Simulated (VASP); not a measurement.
Energy against volume of Mo (bcc). Method: PBE GGA with D3 dispersion (zero damping), VASP's PBE PAW potentials (set 64) (plane waves; VASP 6.6.1). Settings: 520 eV cut-off, 16×16×16 Γ-centred mesh, first-order Methfessel-Paxton smearing of 0.10 eV, potentials Mo_sv.

```
V (Å³/atom)  E (eV/atom)
-----------  -----------
14.959         -11.46046
15.422         -11.47172
15.884         -11.45895
16.347         -11.42568
```

Task: Fit these four points and predict the energy of the run at 14.496 Å³/atom.

Result: A cubic in V^(−2/3), the third-order Birch-Murnaghan form, passes through the four points with V0 = 15.39 Å³/atom and B0 = 279 GPa, and gives -11.4209 eV/atom there. The run gave -11.4210 eV/atom, -0.1 meV/atom from the fit; all five points give B0 = 279 GPa.

The compound is Mo in the bcc structure. It was relaxed first.
